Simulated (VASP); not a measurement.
Level of theory: PBE GGA, VASP's PBE PAW potentials (set 64) (plane waves; VASP 6.6.1).

VASP input:

POSCAR:
```
AlN
1
    1.5517152958    -2.6876497252     0.0000000000
    1.5517152958     2.6876497252     0.0000000000
    0.0000000000     0.0000000000     4.9712703303
Al N
2 2
Direct
  0.6666670000   0.3333330000   0.5000896504
  0.3333330000   0.6666670000   0.0000896504
  0.6666670000   0.3333330000   0.8819103496
  0.3333330000   0.6666670000   0.3819103496
```

KPOINTS:
```
Automatic mesh
0
Gamma
8 8 5
0 0 0
```

INCAR:
```
# general
SYSTEM  = AlN
PREC    = Accurate
ENCUT   = 620
LREAL   = .FALSE.
LASPH   = .TRUE.

# electronic loop
EDIFF   = 1E-6
NELM    = 100
ALGO    = Normal

# smearing
ISMEAR  = 0
SIGMA   = 0.05

# functional
GGA     = PE

# ions
IBRION  = 2
NSW     = 40
ISIF    = 3
EDIFFG  = -0.02
PSTRESS = 50

# output
LWAVE   = .FALSE.
LCHARG  = .FALSE.
```

POTCAR, in this order: Al N (PBE.64 set). Program: vasp_std.

Output

### OUTCAR
```
 ion  position               nearest neighbor table
   1  0.667  0.333  0.500-   4 1.89   4 1.89   4 1.89   3 1.90   2 3.06   2 3.06   2 3.06   2 3.06
                             2 3.06   2 3.06
   2  0.333  0.667  0.000-   3 1.89   3 1.89   3 1.89   4 1.90   1 3.06   1 3.06   1 3.06   1 3.06
                             1 3.06   1 3.06
   3  0.667  0.333  0.882-   2 1.89   2 1.89   2 1.89   1 1.90
   4  0.333  0.667  0.382-   1 1.89   1 1.89   1 1.89   2 1.90
  LATTYP: Found a hexagonal cell.
 ALAT       =     3.1034305864
 C/A-ratio  =     1.6018629036
 Subroutine PRICEL returns:
 Original cell was already a primitive cell.
 Subroutine GETGRP returns: Found 12 space group operations
The static configuration has the point symmetry C_3v.
 The point group associated with its full space group is C_6v.
The dynamic configuration has the point symmetry C_3v.
 Subroutine INISYM returns: Found 12 space group operations
 Subroutine IBZKPT returns following result:
 Found     30 irreducible k-points:

 Following reciprocal coordinates:
            Coordinates               Weight
  0.000000  0.000000  0.000000      1.000000
  0.125000  0.000000  0.000000      6.000000
  0.250000  0.000000  0.000000      6.000000
  0.375000  0.000000  0.000000      6.000000
  0.500000  0.000000  0.000000      3.000000
  0.125000  0.125000  0.000000      6.000000
  0.250000  0.125000  0.000000     12.000000
  0.375000  0.125000  0.000000     12.000000
  0.250000  0.250000  0.000000      6.000000
  0.375000  0.250000  0.000000      6.000000
  0.000000  0.000000  0.200000      2.000000
  0.125000  0.000000  0.200000     12.000000
  0.250000  0.000000  0.200000     12.000000
  0.375000  0.000000  0.200000     12.000000
  0.500000  0.000000  0.200000      6.000000
  0.125000  0.125000  0.200000     12.000000
  0.250000  0.125000  0.200000     24.000000
  0.375000  0.125000  0.200000     24.000000
  0.250000  0.250000  0.200000     12.000000
  0.375000  0.250000  0.200000     12.000000
  0.000000  0.000000  0.400000      2.000000
  0.125000  0.000000  0.400000     12.000000
  0.250000  0.000000  0.400000     12.000000
  0.375000  0.000000  0.400000     12.000000
  0.500000  0.000000  0.400000      6.000000
  0.125000  0.125000  0.400000     12.000000
  0.250000  0.125000  0.400000     24.000000
  0.375000  0.125000  0.400000     24.000000
  0.250000  0.250000  0.400000     12.000000
  0.375000  0.250000  0.400000     12.000000
   k-points           NKPTS =     30   k-points in BZ     NKDIM =     30   number of bands    NBANDS=     12
   number of dos      NEDOS =    301   number of ions     NIONS =      4
   total plane-waves  NPLWV =  31360
   dimension x,y,z NGX =    28 NGY =   28 NGZ =   40
   dimension x,y,z NGXF=    56 NGYF=   56 NGZF=   80
   ions per type =               2   2
   PREC   = accura    normal or accurate (medium, high low for compatibility)
   ISTART =      0    job   : 0-new  1-cont  2-samecut
   ICHARG =      2    charge: 1-file 2-atom 10-const
   ISPIN  =      1    spin polarized calculation?
   LNONCOLLINEAR =      F non collinear calculations
   LSORBIT =      F    spin-orbit coupling
   INIWAV =      1    electr: 0-lowe 1-rand  2-diag
   ENCUT  =  620.0 eV  45.57 Ry    6.75 a.u.   6.30  6.30 10.09*2*pi/ulx,y,z
   NELM   =    100;   NELMIN=  2; NELMDL= -5     # of ELM steps
   EDIFF  = 0.1E-05   stopping-criterion for ELM
   LREAL  =      F    real-space projection
   NLSPLINE    = F    spline interpolate recip. space projectors
   LMAXMIX     =    2 max onsite mixed and CHGCAR
   VOSKOWN=      0    Vosko Wilk Nusair interpolation
   EDIFFG = -.2E-01   stopping-criterion for IOM
   NSW    =     40    number of steps for IOM
   NBLOCK =      1;   KBLOCK =     40    inner block; outer block
...
```

**OSZICAR**
```
       N       E                     dE             d eps       ncg     rms          rms(c)
DAV:   1     0.614227969784E+02    0.61423E+02   -0.84397E+03   720   0.138E+03
DAV:   2    -0.298826517183E+02   -0.91305E+02   -0.83189E+02  1080   0.252E+02
DAV:   3    -0.345041490661E+02   -0.46215E+01   -0.46002E+01   940   0.625E+01
DAV:   4    -0.345452447530E+02   -0.41096E-01   -0.41081E-01   856   0.667E+00
DAV:   5    -0.345458155795E+02   -0.57083E-03   -0.57079E-03   912   0.787E-01    0.122E+01
DAV:   6    -0.297620327866E+02    0.47838E+01   -0.16931E+01   880   0.337E+01    0.421E+00
DAV:   7    -0.297794687514E+02   -0.17436E-01   -0.69181E-01   812   0.706E+00    0.289E+00
DAV:   8    -0.297720906183E+02    0.73781E-02   -0.77815E-02   824   0.316E+00    0.482E-01
DAV:   9    -0.297673485662E+02    0.47421E-02   -0.19156E-02   932   0.105E+00    0.242E-01
DAV:  10    -0.297679055639E+02   -0.55700E-03   -0.26699E-03   864   0.425E-01    0.143E-01
DAV:  11    -0.297677979681E+02    0.10760E-03   -0.34578E-04   852   0.154E-01    0.328E-02
DAV:  12    -0.297678004537E+02   -0.24856E-05   -0.10117E-05   808   0.355E-02    0.819E-03
DAV:  13    -0.297678000696E+02    0.38409E-06   -0.89023E-06   852   0.247E-02
   1 F= -.28473779E+02 E0= -.28473779E+02  d E =-.284738E+02
```

### OUTCAR
```
------------------------ aborting loop because EDIFF is reached ----------------------------------------
  FORCE on cell =-STRESS in cart. coord.  units (eV):
  Direction    XX          YY          ZZ          XY          YZ          ZX
  --------------------------------------------------------------------------------------
  Total        1.3136365      1.3136365      1.2630850      0.0000000      0.0000000      0.0000000
  in kB       50.7579064     50.7579062     48.8046368      0.0000000      0.0000000      0.0000000
  external PRESSURE =       0.1068165 kB  Pullay stress =      50.0000000 kB
  volume of cell :       41.47
      direct lattice vectors                 reciprocal lattice vectors
     1.551715296 -2.687649725  0.000000000     0.322224058 -0.186036147  0.000000000
     1.551715296  2.687649725  0.000000000     0.322224058  0.186036147  0.000000000
     0.000000000  0.000000000  4.971270330     0.000000000  0.000000000  0.201155828
  FREE ENERGIE OF THE ION-ELECTRON SYSTEM (eV)
  ---------------------------------------------------
  free  energy   TOTEN  =       -29.7678000696 eV

  energy  without entropy=      -29.7678000696  energy(sigma->0) =      -29.76780007
  enthalpy is  TOTEN    =       -28.4737785272 eV   P V=        1.2940215424

 reached required accuracy - stopping structural energy minimisation
```
(Selected blocks of OUTCAR.)

OUTCAR:
```
 val. band max:        6.2251646843   @ k =   0.0000   0.0000   0.0000

 cond. band min:      10.4961778680   @ k =   0.0000   0.0000   0.0000


 Fermi energy:         6.4468972196

 k-point     1 :       0.0000    0.0000    0.0000
  band No.  band energies     occupation
      1      -9.0091      2.00000
      2      -6.8418      2.00000
      3       0.1966      2.00000
      4       5.3555      2.00000
      5       5.3556      2.00000
      6       6.0068      2.00000
      7       6.0068      2.00000
      8       6.2252      2.00000
      9      10.4962      0.00000
     10      12.9518      0.00000
     11      16.8970      0.00000
     12      17.4311      0.00000

 k-point     2 :       0.1250    0.0000    0.0000
  band No.  band energies     occupation
      1      -8.8097      2.00000
      2      -6.7305      2.00000
      3       0.4340      2.00000
      4       4.4838      2.00000
      5       5.1118      2.00000
      6       5.1850      2.00000
      7       5.9691      2.00000
      8       6.1336      2.00000
      9      11.3232      0.00000
     10      13.6850      0.00000
     11      16.0537      0.00000
     12      16.3545      0.00000

 k-point     3 :       0.2500    0.0000    0.0000
  band No.  band energies     occupation
      1      -8.2536      2.00000
      2      -6.4680      2.00000
      3       1.1158      2.00000
      4       2.7534      2.00000
      5       3.7528      2.00000
      6       4.6454      2.00000
      7       5.7851      2.00000
      8       5.8041      2.00000
      9      12.4663      0.00000
     10      13.8698      0.00000
     11      14.3561      0.00000
     12      16.3271      0.00000

 k-point     4 :       0.3750    0.0000    0.0000
  band No.  band energies     occupation
      1      -7.5008      2.00000
      2      -6.2788      2.00000
      3       1.3000      2.00000
      4       2.1139      2.00000
      5       2.5421      2.00000
      6       4.2652      2.00000
...
```

The compound is AlN in the wurtzite structure. It was relaxed first under an external pressure of 5 GPa.
